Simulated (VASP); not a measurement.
Here is the system:

```
Lu
1.0
    3.49264     0.00000     0.00000
   -1.74632     3.02471     0.00000
    0.00000     0.00000    11.23759
Lu
4
Direct
  0.01781   0.00441   0.99816
  0.00877   0.00561   0.49953
  0.32055   0.66643   0.25087
  0.65287   0.32356   0.75144
```

The numbers are results of PBEsol GGA, VASP's PBE PAW potentials (set 64) (plane waves; VASP 6.6.1), not measurements. Settings: 300 eV cut-off, 8×8×2 Γ-centred mesh, Fermi-Dirac smearing of 0.10 eV, potentials Lu_3.

At this cut-off the stress carries a Pulay error, which pulls relaxed volumes low.

Problem. Predict the energy per atom (σ→0), pressure, largest force, band gap (on the k-mesh) with the smallest direct gap where there is one.

Solution. 
| Property | Value |
|---|---|
| band gap (on the k-mesh) | none (metal, semimetal or under 0.01 eV) |
| energy per atom (σ→0) | -4.832 eV/atom |
| pressure | -2.90 GPa |
| largest force | 0.167 eV/Å |

Total energies compare only between runs with the same potentials, cut-off and functional.

The structure was generated: Lu was put into an ordered model structure, which need not be its known phase. The cell was not relaxed at this level, atoms are displaced from their ideal sites. VASP warned that the highest band is occupied, so more bands are needed.
